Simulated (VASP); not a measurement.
An input for Ansatz (written as the equivalent of a VASP run, and not itself run):

Ansatz 0.2 input:
```yaml
crystal:
  lattice:
    - [3.1472810, 0.0000000, 0.0000000]
    - [0.0000000, 3.1472810, 0.0000000]
    - [0.0000000, 0.0000000, 3.1472810]
  atoms:
    - { symbol: Zn, position: [0.5000000, 0.5000000, 0.5000000] }
    - { symbol: Au, position: [0.0000000, 0.0000000, 0.0000000] }
kpoints:
  mp_grid: { grid: [12, 12, 12] }
hamiltonian:
  xc: pbe
  pseudopotentials: { kind: paw }
scf:
  occupations: { method: methfessel_paxton, width: 0.1 }
  max_iter: 100
relax:
  max_steps: 40
  f_tol: 0.02
  cell: { p_target: 10 }
output: { forces: true, stress: true, eigenvalues: true }
```

### Question
Write the VASP files for the same calculation (PBE).

### Answer
Several could match; the one computed here: 
### INCAR
```
SYSTEM = AuZn
PREC = Accurate
ENCUT = 500
EDIFF = 1E-6
NELM = 100
ALGO = Normal
LREAL = .FALSE.
LASPH = .TRUE.
ISMEAR = 1
SIGMA = 0.1
GGA = PE
LMAXMIX = 6
LWAVE = .FALSE.
LCHARG = .FALSE.
IBRION = 2
ISIF = 3
NSW = 40
EDIFFG = -0.02
PSTRESS = 100
```

File POSCAR:
```
AuZn
1.0
  3.1472809525   0.0000000000   0.0000000000
  0.0000000000   3.1472809525   0.0000000000
  0.0000000000   0.0000000000   3.1472809525
Zn Au
1 1
direct
  0.5000000000   0.5000000000   0.5000000000
  0.0000000000   0.0000000000   0.0000000000
```

KPOINTS:
```
Automatic mesh
0
Gamma
12 12 12
0 0 0
```

POTCAR, in this order: Zn Au (PBE.64 set). Program: vasp_std.

What does not carry over: each code has its own PAW files, so the cut-off isn't converted (ENCUT is set for VASP's; basis.ecutwfc is left out, and Ansatz then takes the one that its files recommend); Ansatz stops its SCF on the density residual and VASP on the energy change (EDIFF).

The compound is AuZn in the CsCl type structure. This run relaxes it under an external pressure of 10 GPa. Symmetry was kept, so distortions that lower it aren't found.
